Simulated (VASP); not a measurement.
CeRh3C:

```
CELL_PARAMETERS angstrom
4.22855 0.00000 0.00000
0.00000 4.22855 0.00000
0.00000 0.00000 4.22855
ATOMIC_POSITIONS crystal
Ce 0.00000 0.00000 0.00000
Rh 0.50000 0.00000 0.50000
Rh 0.50000 0.50000 0.00000
Rh 0.00000 0.50000 0.50000
C 0.50000 0.50000 0.50000
```

The cell is a database's computed one.

| Item | Value |
| --- | --- |
| Program | VASP 6.6.1 |
| Task | single point |
| Functional | PBE |
| Potentials or basis | VASP PAW PBE potentials, release 64 (Ce, Rh_pv, C) |
| Cutoff | 520 eV |
| k mesh | 6 × 6 × 6 |
| Occupations | fermi-dirac, width 0.05 eV |
| Spin | collinear spin, ferromagnetic start |
| Starting moments | [1.0, 0.6, 0.6, 0.6, 0.0] μB |

On this cell: pressure -1.5 GPa; largest force zero by symmetry; net moment 0.00 μB per cell; band gap on the k mesh none (metal or under the smearing width).

The same run follows on a disturbed copy (atoms moved at random, drawn with an rms of 0.05 Å):

```xyz
5
Lattice="4.2285 0.0000 0.0000 0.0000 4.2285 0.0000 0.0000 0.0000 4.2285" Properties=species:S:1:pos:R:3 pbc="T T T"
Ce   -0.0206    0.0220   -0.0062
Rh    2.1635    0.0048    2.1069
Rh    2.1251    2.1074    0.0052
Rh   -0.0475    2.1557    2.0740
C     2.0772    2.1090    2.1056
```

Task: What does the disturbed cell give?

Result: The energy (extrapolated to zero smearing) moves by +3.3 meV/atom; pressure -1.3 GPa; largest force 0.287 eV/Å; net moment 0.00 μB per cell; band gap on the k mesh none (metal or under the smearing width).

Forces in eV/Å, atoms in the order of the input:
```
Ce   0.205 -0.041 -0.077
Rh  -0.246 -0.009  0.004
Rh  -0.088  0.101 -0.134
Rh   0.240 -0.093  0.127
C   -0.110  0.042  0.080
```

Stress tensor (GPa, compression positive):
```
-1.16 -0.20  0.09
-0.20 -1.32  0.01
 0.09  0.01 -1.50
```

Caveats: the magnetic or orbital state may not be the lowest; spin-orbit coupling is left out, which moves the levels of the heavy elements; without U or exact exchange the open f shell lies at the Fermi level, which spoils levels, moments and volumes.
